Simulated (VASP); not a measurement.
These are PBE GGA, VASP's PBE PAW potentials (set 64) (plane waves; VASP) values and carry that method's errors.

The input files of a VASP run:

### POSCAR
```
MnSi
1
    4.2803908884    -0.0000000000    -0.0000000000
    0.0000000000     4.2803908884     0.0000000000
    0.0000000000     0.0000000000     4.2803908884
Mn Si
4 4
Direct
  0.8591373253   0.6408626747   0.3591373253
  0.3591373253   0.8591373253   0.6408626747
  0.1408626747   0.1408626747   0.1408626747
  0.6408626747   0.3591373253   0.8591373253
  0.1532616896   0.3467383104   0.6532616896
  0.6532616896   0.1532616896   0.3467383104
  0.8467383104   0.8467383104   0.8467383104
  0.3467383104   0.6532616896   0.1532616896
```

### KPOINTS
```
Regular mesh
0
gamma
 7 7 7
0 0 0
```

INCAR:
```
# general
SYSTEM   =  MnSi
PREC     =  Accurate
ENCUT    =  500
LREAL    =  F
LASPH    =  T

# electronic loop
EDIFF    =  1E-6
NELM     =  100
ALGO     =  Normal
LMAXMIX  =  4

# smearing
ISMEAR   =  1
SIGMA    =  0.1

# functional
GGA      =  PE

# spin
ISPIN    =  2
MAGMOM   =  4*1.1 4*-0.0

# ions
IBRION   =  2
NSW      =  40
ISIF     =  3
EDIFFG   =  -0.02
PSTRESS  =  450

# output
LWAVE    =  F
LCHARG   =  F
LORBIT   =  10
```

POTCAR, in this order: Mn_pv Si (PBE.64 set). Program: vasp_std.

Output of the run:

File OUTCAR:
```
 ion  position               nearest neighbor table
   1  0.859  0.641  0.359-   5 2.18   6 2.27   7 2.27   8 2.27   6 2.36   7 2.36   8 2.36   2 2.63
                             4 2.63   3 2.63   3 2.63   2 2.63   4 2.63
   2  0.359  0.859  0.641-   6 2.18   5 2.27   7 2.27   8 2.27   8 2.36   5 2.36   7 2.36   1 2.63
                             3 2.63   4 2.63   3 2.63   1 2.63   4 2.63
   3  0.141  0.141  0.141-   7 2.18   6 2.27   5 2.27   8 2.27   8 2.36   5 2.36   6 2.36   2 2.63
                             4 2.63   1 2.63   2 2.63   1 2.63   4 2.63
   4  0.641  0.359  0.859-   8 2.18   6 2.27   7 2.27   5 2.27   5 2.36   6 2.36   7 2.36   1 2.63
                             1 2.63   2 2.63   2 2.63   3 2.63   3 2.63
   5  0.153  0.347  0.653-   1 2.18   2 2.27   3 2.27   4 2.27   2 2.36   3 2.36   4 2.36   8 2.64
                             6 2.64   8 2.64   7 2.64   7 2.64   6 2.64
   6  0.653  0.153  0.347-   2 2.18   1 2.27   3 2.27   4 2.27   4 2.36   1 2.36   3 2.36   8 2.64
                             7 2.64   5 2.64   8 2.64   7 2.64   5 2.64
   7  0.847  0.847  0.847-   3 2.18   2 2.27   1 2.27   4 2.27   4 2.36   1 2.36   2 2.36   5 2.64
                             6 2.64   8 2.64   6 2.64   5 2.64   8 2.64
   8  0.347  0.653  0.153-   4 2.18   2 2.27   3 2.27   1 2.27   1 2.36   2 2.36   3 2.36   7 2.64
                             5 2.64   5 2.64   6 2.64   6 2.64   7 2.64
  LATTYP: Found a simple cubic cell.
 ALAT       =     4.2803908884
 Subroutine PRICEL returns:
 Original cell was already a primitive cell.
 Subroutine GETGRP returns: Found 12 space group operations
The static configuration has the point symmetry C_3 .
 The point group associated with its full space group is T   .
The dynamic configuration has the point symmetry C_3 .
The overall configuration has the point symmetry C_3 .
 Subroutine INISYM returns: Found 12 space group operations
 Subroutine IBZKPT returns following result:
 Found     24 irreducible k-points:

 Following reciprocal coordinates:
            Coordinates               Weight
  0.000000  0.000000  0.000000      1.000000
  0.142857  0.000000  0.000000      6.000000
  0.285714  0.000000  0.000000      6.000000
  0.428571  0.000000  0.000000      6.000000
  0.142857  0.142857  0.000000     12.000000
  0.285714  0.142857  0.000000     12.000000
 -0.142857  0.285714  0.000000     12.000000
  0.428571  0.142857  0.000000     12.000000
 -0.142857  0.428571  0.000000     12.000000
  0.285714  0.285714  0.000000     12.000000
  0.428571  0.285714  0.000000     12.000000
 -0.285714  0.428571  0.000000     12.000000
  0.428571  0.428571  0.000000     12.000000
  0.142857  0.142857  0.142857      8.000000
  0.285714  0.142857  0.142857     24.000000
  0.428571  0.142857  0.142857     24.000000
  0.285714  0.285714  0.142857     24.000000
  0.428571  0.285714  0.142857     24.000000
 -0.285714  0.428571  0.142857     24.000000
  0.428571  0.428571  0.142857     24.000000
  0.285714  0.285714  0.285714      8.000000
  0.428571  0.285714  0.285714     24.000000
  0.428571  0.428571  0.285714     24.000000
  0.428571  0.428571  0.428571      8.000000
   k-points           NKPTS =     24   k-points in BZ     NKDIM =     24   number of bands    NBANDS=     42
   number of dos      NEDOS =    301   number of ions     NIONS =      8
   total plane-waves  NPLWV =  32768
   dimension x,y,z NGX =    32 NGY =   32 NGZ =   32
   dimension x,y,z NGXF=    64 NGYF=   64 NGZF=   64
   ions per type =               4   4
   PREC   = accura    normal or accurate (medium, high low for compatibility)
   ISTART =      0    job   : 0-new  1-cont  2-samecut
   ICHARG =      2    charge: 1-file 2-atom 10-const
   ISPIN  =      2    spin polarized calculation?
   LNONCOLLINEAR =      F non collinear calculations
   LSORBIT =      F    spin-orbit coupling
   INIWAV =      1    electr: 0-lowe 1-rand  2-diag
   ENCUT  =  500.0 eV  36.75 Ry    6.06 a.u.   7.80  7.80  7.80*2*pi/ulx,y,z
   NELM   =    100;   NELMIN=  2; NELMDL= -5     # of ELM steps
   EDIFF  = 0.1E-05   stopping-criterion for ELM
   LREAL  =      F    real-space projection
   NLSPLINE    = F    spline interpolate recip. space projectors
   LMAXMIX     =    4 max onsite mixed and CHGCAR
...
```

OSZICAR:
```
       N       E                     dE             d eps       ncg     rms          rms(c)
DAV:   1     0.817629619736E+03    0.81763E+03   -0.35451E+04  4032   0.194E+03
DAV:   2     0.113558481776E+01   -0.81649E+03   -0.79163E+03  4032   0.573E+02
DAV:   3    -0.660774549775E+02   -0.67213E+02   -0.64765E+02  4534   0.170E+02
DAV:   4    -0.681415786748E+02   -0.20641E+01   -0.20433E+01  4832   0.297E+01
DAV:   5    -0.681822485398E+02   -0.40670E-01   -0.40618E-01  4800   0.453E+00    0.432E+01
DAV:   6    -0.663342023451E+02    0.18480E+01   -0.16833E+02  4742   0.945E+01    0.235E+01
DAV:   7    -0.598796654212E+02    0.64545E+01   -0.56058E+01  4244   0.563E+01    0.106E+01
DAV:   8    -0.597283640929E+02    0.15130E+00   -0.24474E+00  4274   0.915E+00    0.266E+00
DAV:   9    -0.596885684917E+02    0.39796E-01   -0.20723E-01  4970   0.314E+00    0.101E+00
DAV:  10    -0.596870352613E+02    0.15332E-02   -0.62364E-03  4454   0.643E-01    0.554E-01
DAV:  11    -0.596858092139E+02    0.12260E-02   -0.17792E-03  4630   0.242E-01    0.136E-01
DAV:  12    -0.596858211741E+02   -0.11960E-04   -0.14047E-04  4596   0.895E-02    0.597E-02
DAV:  13    -0.596858239977E+02   -0.28236E-05   -0.17460E-05  4444   0.401E-02    0.214E-02
DAV:  14    -0.596858225408E+02    0.14568E-05   -0.16199E-06  2512   0.112E-02    0.967E-03
DAV:  15    -0.596858206238E+02    0.19171E-05   -0.80474E-07  2250   0.702E-03    0.345E-03
DAV:  16    -0.596858206657E+02   -0.41906E-07   -0.34169E-07  2182   0.477E-03
   1 F= -.37658979E+02 E0= -.37659936E+02  d E =-.376590E+02  mag=     2.0458
       N       E                     dE             d eps       ncg     rms          rms(c)
DAV:   1    -0.599640827052E+02   -0.27826E+00   -0.16432E+00  4136   0.151E+01    0.324E+00
DAV:   2    -0.599451438317E+02    0.18939E-01   -0.18365E+00  4412   0.104E+01    0.259E+00
DAV:   3    -0.598687296201E+02    0.76414E-01   -0.43847E-01  4410   0.522E+00    0.412E-01
DAV:   4    -0.598680811475E+02    0.64847E-03   -0.16200E-02  4632   0.637E-01    0.274E-01
DAV:   5    -0.598675254056E+02    0.55574E-03   -0.18101E-03  4444   0.357E-01    0.885E-02
DAV:   6    -0.598675065875E+02    0.18818E-04   -0.12253E-04  4544   0.799E-02    0.575E-02
DAV:   7    -0.598675056608E+02    0.92670E-06   -0.23045E-05  4242   0.377E-02    0.990E-03
DAV:   8    -0.598675056545E+02    0.62519E-08   -0.37457E-06  3712   0.111E-02
   2 F= -.37656370E+02 E0= -.37657032E+02  d E =0.260908E-02  mag=     2.1102
       N       E                     dE             d eps       ncg     rms          rms(c)
DAV:   1    -0.597884655071E+02    0.79040E-01   -0.79008E-01  4118   0.105E+01    0.226E+00
DAV:   2    -0.597771686148E+02    0.11297E-01   -0.84597E-01  4324   0.706E+00    0.175E+00
DAV:   3    -0.597430331881E+02    0.34135E-01   -0.20225E-01  4324   0.359E+00    0.295E-01
DAV:   4    -0.597426060465E+02    0.42714E-03   -0.75122E-03  4558   0.436E-01    0.175E-01
DAV:   5    -0.597424001210E+02    0.20593E-03   -0.77014E-04  4440   0.232E-01    0.723E-02
DAV:   6    -0.597423922328E+02    0.78882E-05   -0.50036E-05  4420   0.518E-02    0.468E-02
DAV:   7    -0.597423913294E+02    0.90337E-06   -0.12683E-05  4374   0.253E-02    0.534E-03
DAV:   8    -0.597423909977E+02    0.33177E-06   -0.64532E-07  2194   0.660E-03
   3 F= -.37659631E+02 E0= -.37660516E+02  d E =-.652028E-03  mag=     2.0629
       N       E                     dE             d eps       ncg     rms          rms(c)
DAV:   1    -0.597382026841E+02    0.41886E-02   -0.75736E-02  5290   0.636E+00    0.106E-01
DAV:   2    -0.597396734259E+02   -0.14707E-02   -0.14810E-02  4056   0.844E-01    0.557E-02
DAV:   3    -0.597396987469E+02   -0.25321E-04   -0.38201E-04  5228   0.153E-01    0.367E-02
DAV:   4    -0.597396948594E+02    0.38875E-05   -0.25480E-05  4808   0.414E-02    0.248E-02
DAV:   5    -0.597396913018E+02    0.35576E-05   -0.76031E-06  4768   0.410E-02    0.683E-03
DAV:   6    -0.597396913629E+02   -0.61096E-07   -0.19336E-06  2340   0.124E-02
   4 F= -.37659730E+02 E0= -.37660614E+02  d E =-.990736E-04  mag=     2.0630
```

File OUTCAR:
```
------------------------ aborting loop because EDIFF is reached ----------------------------------------
  FORCE on cell =-STRESS in cart. coord.  units (eV):
  Direction    XX          YY          ZZ          XY          YZ          ZX
  --------------------------------------------------------------------------------------
  Total       22.1004407     22.1004407     22.1004407     -0.0000000      0.0000000      0.0000000
  in kB      450.4173865    450.4173865    450.4173865     -0.0000000      0.0000000      0.0000000
  external PRESSURE =       0.4173865 kB  Pullay stress =     450.0000000 kB
  volume of cell :       78.61
      direct lattice vectors                 reciprocal lattice vectors
     4.283828968  0.000000000 -0.000000000     0.233436024  0.000000000 -0.000000000
    -0.000000000  4.283828968  0.000000000    -0.000000000  0.233436024  0.000000000
     0.000000000 -0.000000000  4.283828968     0.000000000 -0.000000000  0.233436024
 POSITION                                       TOTAL-FORCE (eV/Angst)
 -----------------------------------------------------------------------------------
      3.68177      2.74397      1.53986        -0.003449      0.003449     -0.003449
      1.53986      3.68177      2.74397        -0.003449     -0.003449      0.003449
      0.60206      0.60206      0.60206         0.003449      0.003449      0.003449
      2.74397      1.53986      3.68177         0.003449     -0.003449     -0.003449
      0.65648      1.48544      2.79839         0.002612     -0.002612      0.002612
      2.79839      0.65648      1.48544         0.002612      0.002612     -0.002612
      3.62735      3.62735      3.62735        -0.002612     -0.002612     -0.002612
      1.48544      2.79839      0.65648        -0.002612      0.002612      0.002612
 -----------------------------------------------------------------------------------
    total drift:                               -0.000001     -0.000002      0.000000
  FREE ENERGIE OF THE ION-ELECTRON SYSTEM (eV)
  ---------------------------------------------------
  free  energy   TOTEN  =       -59.7396913629 eV

  energy  without entropy=      -59.7423417956  energy(sigma->0) =      -59.74057484
  enthalpy is  TOTEN    =       -37.6597303994 eV   P V=       22.0799609634

 total charge

# of ion       s       p       d       tot
------------------------------------------
    1        0.394   6.504   5.483  12.381
    2        0.394   6.504   5.483  12.381
    3        0.394   6.504   5.483  12.381
    4        0.394   6.504   5.483  12.381
    5        0.753   1.019   0.000   1.772
    6        0.753   1.019   0.000   1.772
    7        0.753   1.019   0.000   1.772
    8        0.753   1.019   0.000   1.772
--------------------------------------------------
tot          4.589  30.091  21.933  56.612

 magnetization (x)

# of ion       s       p       d       tot
------------------------------------------
    1        0.000   0.003   0.533   0.537
    2        0.000   0.003   0.533   0.537
    3        0.000   0.003   0.533   0.537
    4        0.000   0.003   0.533   0.537
    5       -0.006  -0.016   0.000  -0.022
    6       -0.006  -0.016   0.000  -0.022
    7       -0.006  -0.016   0.000  -0.022
    8       -0.006  -0.016   0.000  -0.022
--------------------------------------------------
tot         -0.023  -0.048   2.133   2.061

 reached required accuracy - stopping structural energy minimisation
```
(Selected blocks of OUTCAR.)

**CONTCAR**
```
MnSi
   1.00000000000000
     4.2838289680144124    0.0000000000000000   -0.0000000000000000
    -0.0000000000000000    4.2838289680144124    0.0000000000000000
     0.0000000000000000   -0.0000000000000000    4.2838289680144124
  Mn              Si
     4     4
Direct
     0.8594576444883767    0.6405423555116233    0.3594576444883766
     0.3594576444883766    0.8594576444883767    0.6405423555116233
     0.1405423555116234    0.1405423555116234    0.1405423555116234
     0.6405423555116233    0.3594576444883766    0.8594576444883767
     0.1532455249379324    0.3467544750620676    0.6532455249379324
     0.6532455249379324    0.1532455249379324    0.3467544750620676
     0.8467544750620676    0.8467544750620676    0.8467544750620676
     0.3467544750620676    0.6532455249379324    0.1532455249379324
```

The moments were started parallel, and other spin orders were not tried in this run.

The compound is MnSi in the B20 structure. This run relaxes it under an external pressure of 45 GPa. Symmetry was kept, so distortions that lower it aren't found.
